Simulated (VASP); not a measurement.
Output of a VASP run:

### OSZICAR
```
       N       E                     dE             d eps       ncg     rms          rms(c)
DAV:   1     0.455596542565E+03    0.45560E+03   -0.19736E+04 10492   0.419E+02
DAV:   2    -0.258927119895E+02   -0.48149E+03   -0.45938E+03 11588   0.165E+02
DAV:   3    -0.545424650631E+02   -0.28650E+02   -0.27952E+02 11981   0.441E+01
DAV:   4    -0.550465237043E+02   -0.50406E+00   -0.50367E+00 11672   0.573E+00
DAV:   5    -0.550588516755E+02   -0.12328E-01   -0.12327E-01 12088   0.899E-01    0.406E+01
DAV:   6    -0.528264657021E+02    0.22324E+01   -0.16281E+00 11939   0.682E+00    0.170E+01
DAV:   7    -0.526057426231E+02    0.22072E+00   -0.56535E-01 11029   0.313E+00    0.718E+00
DAV:   8    -0.524256673122E+02    0.18008E+00   -0.23295E-01 11223   0.211E+00    0.141E+00
DAV:   9    -0.524133449906E+02    0.12322E-01   -0.45044E-02 11888   0.694E-01    0.509E-01
DAV:  10    -0.524134577051E+02   -0.11271E-03   -0.20618E-03 11784   0.104E-01    0.362E-01
DAV:  11    -0.524134190364E+02    0.38669E-04   -0.18276E-04 11168   0.473E-02    0.168E-01
DAV:  12    -0.524133856665E+02    0.33370E-04   -0.72787E-05 11168   0.249E-02    0.825E-02
DAV:  13    -0.524134126449E+02   -0.26978E-04   -0.12170E-05 11307   0.148E-02    0.171E-02
DAV:  14    -0.524135395796E+02   -0.12693E-03   -0.94909E-06 10551   0.786E-03    0.956E-03
DAV:  15    -0.524135838869E+02   -0.44307E-04   -0.78122E-07 10816   0.322E-03    0.115E-02
DAV:  16    -0.524136777086E+02   -0.93822E-04   -0.85049E-07 11024   0.321E-03    0.379E-03
DAV:  17    -0.524136939037E+02   -0.16195E-04   -0.16824E-07 11448   0.126E-03    0.246E-03
DAV:  18    -0.524137562739E+02   -0.62370E-04   -0.20405E-07 10831   0.128E-03    0.242E-03
DAV:  19    -0.524137721765E+02   -0.15903E-04   -0.35872E-08 10467   0.586E-04    0.118E-03
DAV:  20    -0.524137788513E+02   -0.66748E-05   -0.12421E-08  9719   0.375E-04    0.301E-04
DAV:  21    -0.524137802032E+02   -0.13519E-05   -0.22945E-09 10051   0.139E-04    0.152E-04
DAV:  22    -0.524137805812E+02   -0.37804E-06   -0.59066E-10  9324   0.818E-05    0.851E-05
DAV:  23    -0.524137806287E+02   -0.47531E-07   -0.35142E-11  9896   0.310E-05
   1 F= -.52413781E+02 E0= -.52413781E+02  d E =-.224547E-21
 imaginary and real dielectric function
```

File OUTCAR:
```
------------------------ aborting loop because EDIFF is reached ----------------------------------------
  FORCE on cell =-STRESS in cart. coord.  units (eV):
  Direction    XX          YY          ZZ          XY          YZ          ZX
  --------------------------------------------------------------------------------------
  Total        0.0535446      0.0535446      0.0148614      0.0000000      0.0000000     -0.0000000
  in kB        0.4535382      0.4535383      0.1258800      0.0000000      0.0000000     -0.0000000
  external PRESSURE =       0.3443188 kB  Pullay stress =       0.0000000 kB
  volume of cell :      189.15
      direct lattice vectors                 reciprocal lattice vectors
     3.127840294  0.000000000  0.000000000     0.319709418  0.184584301  0.000000000
    -1.563920147  2.708789414  0.000000000     0.000000000  0.369168602  0.000000000
     0.000000000  0.000000000 22.325063615     0.000000000  0.000000000  0.044792706
 POSITION                                       TOTAL-FORCE (eV/Angst)
 -----------------------------------------------------------------------------------
     -0.00000      1.80586     14.19099        -0.000000     -0.000000      0.005162
      1.56392      0.90293      8.13407         0.000000      0.000000     -0.005162
     -0.00000      1.80586      6.57258        -0.000000      0.000000     -0.003890
      1.56392      0.90293     15.75248         0.000000     -0.000000      0.003890
      1.56392      0.90293     12.62690         0.000000     -0.000000      0.001980
     -0.00000      1.80586      9.69817        -0.000000      0.000000     -0.001980
 -----------------------------------------------------------------------------------
    total drift:                                0.000000     -0.000000      0.000000
  FREE ENERGIE OF THE ION-ELECTRON SYSTEM (eV)
  ---------------------------------------------------
  free  energy   TOTEN  =       -52.4137806287 eV

  energy  without entropy=      -52.4137806287  energy(sigma->0) =      -52.41378063

 plasma frequency squared (from intraband transitions) (eV^2)
  --------------------------------------------------------------------------------------
       0.000       0.000       0.000
       0.000       0.000       0.000
       0.000       0.000       0.000

 plasma frequency squared (from interband transitions, int dw w eps(2)(w)) (eV^2)
  --------------------------------------------------------------------------------------
     320.691       0.000       0.000      -0.000       0.000      -0.000
       0.000       0.000     320.692       0.000      -0.000      -0.000
       0.000       0.000      -0.000       0.000     323.332       0.000
```
(Selected blocks of OUTCAR.)

**POSCAR**
```
WS2
1
    3.1278402939     0.0000000000     0.0000000000
   -1.5639201469     2.7087894136     0.0000000000
    0.0000000000     0.0000000000    22.3250636147
W S
2 4
Direct
  0.3333330000   0.6666670000   0.6356527894
  0.6666670000   0.3333330000   0.3643472106
  0.3333330000   0.6666670000   0.2944036830
  0.6666670000   0.3333330000   0.7055963170
  0.6666670000   0.3333330000   0.5655928467
  0.3333330000   0.6666670000   0.4344071533
```

Question: Write an INCAR and KPOINTS that could have produced this output.

Answer: This is not unique; one that fits is the input of the run itself, LDA (Ceperley-Alder, Perdew-Zunger), plane waves, VASP's LDA PAW potentials (set 64).

### KPOINTS
```
Automatic mesh
0
Gamma
15 15 2
0 0 0
```

### INCAR
```
ALGO = Normal
CSHIFT = 0.1
EDIFF = 1E-7
ENCUT = 400
ISMEAR = 0
LASPH = T
LCHARG = F
LMAXMIX = 6
LOPTICS = T
LREAL = F
LWAVE = F
NBANDS = 93
NEDOS = 1001
NELM = 100
PREC = Accurate
SIGMA = 0.01
SYSTEM = WS2
```

POTCAR, in this order: W_sv S (LDA.64 set). Program: vasp_std.

The cell holds a wide vacuum, so values per volume refer to the whole cell. The dielectric response may not be converged in the k-mesh; for small gaps it tends to come out too large.

The cell is a sheet with vacuum, built from a database entry that may be metastable or hypothetical.
